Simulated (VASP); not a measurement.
VASP input:

KPOINTS:
```
Automatic mesh
0
Gamma
7 7 7
0 0 0
```

File POSCAR:
```
GaP
1
    0.0000000000     2.7795000000     2.7795000000
    2.7795000000     0.0000000000     2.7795000000
    2.7795000000     2.7795000000     0.0000000000
Ga P
1 1
Direct
  0.0000000000   0.0000000000   0.0000000000
  0.2500000000   0.2500000000   0.2500000000
```

**INCAR**
```
# general
SYSTEM   =  GaP
PREC     =  Accurate
ENCUT    =  400
LREAL    =  .False.
LASPH    =  .True.
NBANDS   =  10

# electronic loop
EDIFF    =  1E-6
NELM     =  100
ALGO     =  Normal
LMAXMIX  =  4

# smearing
ISMEAR   =  0
SIGMA    =  0.05

# functional
GGA      =  PE

# ions
ISIF     =  2

# output
LWAVE    =  .False.
LCHARG   =  .False.
```

POTCAR, in this order: Ga_d P (PBE.64 set). Program: vasp_std.

Problem. Write an equivalent input for Quantum ESPRESSO's pw.x.

Solution. One equivalent input (not run):
```
&CONTROL
  calculation = 'scf'
  pseudo_dir = './pseudo'
  outdir = './out'
  tprnfor = .true.
  tstress = .true.
/
&SYSTEM
  ibrav = 0
  nat = 2
  ntyp = 2
  ecutwfc = 80
  occupations = 'smearing'
  smearing = 'gaussian'
  degauss = 0.003675
  input_dft = 'pbe'
/
&ELECTRONS
  conv_thr = 7.3e-08
  electron_maxstep = 100
/
ATOMIC_SPECIES
  Ga 69.723 Ga.upf
  P 30.974 P.upf
CELL_PARAMETERS angstrom
     0.0000000    2.7795000    2.7795000
     2.7795000    0.0000000    2.7795000
     2.7795000    2.7795000    0.0000000
ATOMIC_POSITIONS crystal
  Ga   0.0000000  0.0000000  0.0000000
  P    0.2500000  0.2500000  0.2500000
K_POINTS automatic
  7 7 7 0 0 0
```
Limits of the translation: the potentials are each code's own (VASP's PAW set, PseudoDojo norm-conserving files in pw.x), so ENCUT and ecutwfc are chosen apart and not converted; conv_thr bounds pw.x's estimated SCF error, while EDIFF bounds the energy change between steps; the number of bands isn't carried over, since the valence differs with the files.

The compound is GaP in the zinc blende structure. The cell was not relaxed at this level. The run is one of a series of settings (NBANDS = 10 against the base run), some of them coarse on purpose.
